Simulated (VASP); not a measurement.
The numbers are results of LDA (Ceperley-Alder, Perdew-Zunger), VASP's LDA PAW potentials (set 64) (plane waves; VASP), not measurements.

VASP input:

POSCAR:
```
TiO2
4.7324720
 -0.3958390591   0.3958390591   1.0000000364
  0.3958390591  -0.3958390591   1.0000000364
  0.3958390591   0.3958390591  -1.0000000364
Ti O
2 4
Cartesian
 -0.0000000000   0.3958390591   0.5000000182
  0.0000000000   0.0000000000   0.0000000000
 -0.0000000000   0.3958390591   0.0837714168
 -0.0000000000   0.0000000000   1.5837714715
 -0.0000000000   0.0000000000   0.4162286014
  0.0000000000   0.3958390591   0.9162286196
```

INCAR:
```
SYSTEM = TiO2
NEDOS = 1001   # DOS grid
LASPH = .TRUE.
LWAVE = .FALSE.
CSHIFT = 0.1
NBANDS = 84
ISMEAR = 0   # Gaussian
LREAL = .FALSE.
NELM = 100   # most electronic steps
EDIFF = 1E-7
SIGMA = 0.01
LMAXMIX = 4
ENCUT = 520   # plane-wave cut-off (eV)
LCHARG = .FALSE.
PREC = Accurate
ALGO = Normal
LOPTICS = .TRUE.
```

**KPOINTS**
```
Automatic mesh
0
Gamma
11 11 11
0 0 0
```

POTCAR, in this order: Ti_sv O (LDA.64 set). Program: vasp_std.

What VASP printed:

File OUTCAR:
```
 ion  position               nearest neighbor table
   1  0.750  0.250  0.500-   4 1.91   5 1.91   4 1.91   5 1.91   3 1.97   6 1.97
   2  0.000  0.000  0.000-   3 1.91   6 1.91   3 1.91   6 1.91   5 1.97   4 1.97
   3  0.542  0.042  0.500-   2 1.91   2 1.91   1 1.97
   4  0.792  0.792  0.000-   1 1.91   1 1.91   2 1.97
   5  0.208  0.208  0.000-   1 1.91   1 1.91   2 1.97
   6  0.958  0.458  0.500-   2 1.91   2 1.91   1 1.97
  LATTYP: Found a body centered tetragonal cell.
 ALAT       =     3.7465945270
 C/A-ratio  =     2.5262793388
 Subroutine PRICEL returns:
 Original cell was already a primitive cell.
 Subroutine GETGRP returns: Found 16 space group operations
The static configuration has the point symmetry D_2d.
 The point group associated with its full space group is D_4h.
The dynamic configuration has the point symmetry D_2d.
 Subroutine INISYM returns: Found 16 space group operations
 Subroutine IBZKPT returns following result:
 Found    126 irreducible k-points:

 Following reciprocal coordinates:
            Coordinates               Weight
  0.000000  0.000000  0.000000      1.000000
  0.090909 -0.000000  0.000000      8.000000
  0.181818 -0.000000  0.000000      8.000000
  0.272727 -0.000000  0.000000      8.000000
  0.363636 -0.000000  0.000000      8.000000
  0.454545 -0.000000  0.000000      8.000000
  0.090909  0.090909  0.000000      8.000000
  0.181818  0.090909  0.000000     16.000000
  0.272727  0.090909  0.000000     16.000000
  0.363636  0.090909  0.000000     16.000000
  0.454545  0.090909  0.000000     16.000000
 -0.454545  0.090909 -0.000000     16.000000
 -0.363636  0.090909  0.000000     16.000000
 -0.272727  0.090909 -0.000000     16.000000
 -0.181818  0.090909 -0.000000     16.000000
 -0.090909  0.090909  0.000000      4.000000
  0.181818  0.181818  0.000000      8.000000
  0.272727  0.181818  0.000000     16.000000
  0.363636  0.181818  0.000000     16.000000
  0.454545  0.181818  0.000000     16.000000
 -0.454545  0.181818 -0.000000     16.000000
 -0.363636  0.181818  0.000000     16.000000
 -0.272727  0.181818 -0.000000     16.000000
 -0.181818  0.181818  0.000000      4.000000
  0.272727  0.272727  0.000000      8.000000
  0.363636  0.272727  0.000000     16.000000
  0.454545  0.272727  0.000000     16.000000
 -0.454545  0.272727 -0.000000     16.000000
 -0.363636  0.272727 -0.000000     16.000000
 -0.272727  0.272727  0.000000      4.000000
  0.363636  0.363636  0.000000      8.000000
  0.454545  0.363636  0.000000     16.000000
 -0.454545  0.363636 -0.000000     16.000000
 -0.363636  0.363636  0.000000      4.000000
  0.454545  0.454545  0.000000      8.000000
 -0.454545  0.454545  0.000000      4.000000
  0.090909  0.090909  0.090909      8.000000
  0.181818  0.090909  0.090909     16.000000
  0.272727  0.090909  0.090909     16.000000
  0.363636  0.090909  0.090909     16.000000
   k-points           NKPTS =    126   k-points in BZ     NKDIM =    126   number of bands    NBANDS=     84
   number of dos      NEDOS =   1001   number of ions     NIONS =      6
   total plane-waves  NPLWV =  64000
   dimension x,y,z NGX =    40 NGY =   40 NGZ =   40
   dimension x,y,z NGXF=    80 NGYF=   80 NGZF=   80
   ions per type =               2   4
   PREC   = accura    normal or accurate (medium, high low for compatibility)
   ISTART =      0    job   : 0-new  1-cont  2-samecut
   ICHARG =      2    charge: 1-file 2-atom 10-const
   ISPIN  =      1    spin polarized calculation?
   LNONCOLLINEAR =      F non collinear calculations
   LSORBIT =      F    spin-orbit coupling
   INIWAV =      1    electr: 0-lowe 1-rand  2-diag
...
```

OSZICAR:
```
       N       E                     dE             d eps       ncg     rms          rms(c)
DAV:   1     0.504026815073E+03    0.50403E+03   -0.16875E+04 21240   0.664E+02
DAV:   2    -0.148067036211E+02   -0.51883E+03   -0.46946E+03 21320   0.228E+02
DAV:   3    -0.726033954599E+02   -0.57797E+02   -0.55378E+02 25756   0.770E+01
DAV:   4    -0.753465378355E+02   -0.27431E+01   -0.27071E+01 24816   0.144E+01
DAV:   5    -0.754014892268E+02   -0.54951E-01   -0.54933E-01 24048   0.193E+00    0.334E+01
DAV:   6    -0.598790426697E+02    0.15522E+02   -0.47256E+00 29216   0.348E+01    0.122E+01
DAV:   7    -0.591305557696E+02    0.74849E+00   -0.29658E+00 24632   0.113E+01    0.953E+00
DAV:   8    -0.594620360933E+02   -0.33148E+00   -0.36156E-01 25060   0.894E+00    0.783E+00
DAV:   9    -0.588650051061E+02    0.59703E+00   -0.23609E-01 24444   0.500E+00    0.217E+00
DAV:  10    -0.588408458695E+02    0.24159E-01   -0.42745E-02 27456   0.103E+00    0.593E-01
DAV:  11    -0.588374220333E+02    0.34238E-02   -0.45576E-03 27176   0.317E-01    0.331E-01
DAV:  12    -0.588367630972E+02    0.65894E-03   -0.31022E-04 27404   0.137E-01    0.413E-02
DAV:  13    -0.588367954512E+02   -0.32354E-04   -0.14329E-04 23364   0.384E-02    0.364E-02
DAV:  14    -0.588367966469E+02   -0.11957E-05   -0.31241E-06 24952   0.107E-02    0.105E-02
DAV:  15    -0.588367951448E+02    0.15022E-05   -0.96185E-07 23560   0.995E-03    0.270E-03
DAV:  16    -0.588367951482E+02   -0.34397E-08   -0.26385E-07 25856   0.156E-03
   1 F= -.58836795E+02 E0= -.58836795E+02  d E =-.282059E-41
 imaginary and real dielectric function
```

### OUTCAR
```
------------------------ aborting loop because EDIFF is reached ----------------------------------------
  FORCE on cell =-STRESS in cart. coord.  units (eV):
  Direction    XX          YY          ZZ          XY          YZ          ZX
  --------------------------------------------------------------------------------------
  Total        0.0302568      0.0302568      0.0056640      0.0000000      0.0000000      0.0000000
  in kB        0.7297465      0.7297465      0.1366077      0.0000000      0.0000000      0.0000000
  external PRESSURE =       0.5320336 kB  Pullay stress =       0.0000000 kB
  volume of cell :       66.43
      direct lattice vectors                 reciprocal lattice vectors
    -1.873297264  1.873297264  4.732472172     0.000000000  0.266909054  0.105653025
     1.873297264 -1.873297264  4.732472172     0.266909054  0.000000000  0.105653025
     1.873297264  1.873297264 -4.732472172     0.266909054  0.266909054  0.000000000
 POSITION                                       TOTAL-FORCE (eV/Angst)
 -----------------------------------------------------------------------------------
     -0.00000      1.87330      2.36624        -0.000000     -0.000000      0.000000
      0.00000      0.00000      0.00000        -0.000000     -0.000000      0.000000
      0.00000      1.87330      0.39645        -0.000000      0.000000      0.003127
      0.00000      0.00000      7.49515         0.000000     -0.000000      0.003127
      0.00000      0.00000      1.96979         0.000000     -0.000000     -0.003127
      0.00000      1.87330      4.33603        -0.000000      0.000000     -0.003127
 -----------------------------------------------------------------------------------
    total drift:                                0.000000      0.000000     -0.000000
  FREE ENERGIE OF THE ION-ELECTRON SYSTEM (eV)
  ---------------------------------------------------
  free  energy   TOTEN  =       -58.8367951482 eV

  energy  without entropy=      -58.8367951482  energy(sigma->0) =      -58.83679515

 plasma frequency squared (from intraband transitions) (eV^2)
  --------------------------------------------------------------------------------------
       0.000       0.000       0.000
       0.000       0.000       0.000
       0.000       0.000       0.000

 plasma frequency squared (from interband transitions, int dw w eps(2)(w)) (eV^2)
  --------------------------------------------------------------------------------------
     668.385       0.000       0.000      -0.000       0.000      -0.000
       0.000       0.000     668.385       0.000       0.000      -0.000
       0.000       0.000       0.000       0.000     666.831       0.000
```
(Selected blocks of OUTCAR.)

The dielectric response may not be converged in the k-mesh; for small gaps it tends to come out too large.

The compound is TiO2 in the anatase structure, one of several forms; rutile is the usual stable one. It was relaxed first.
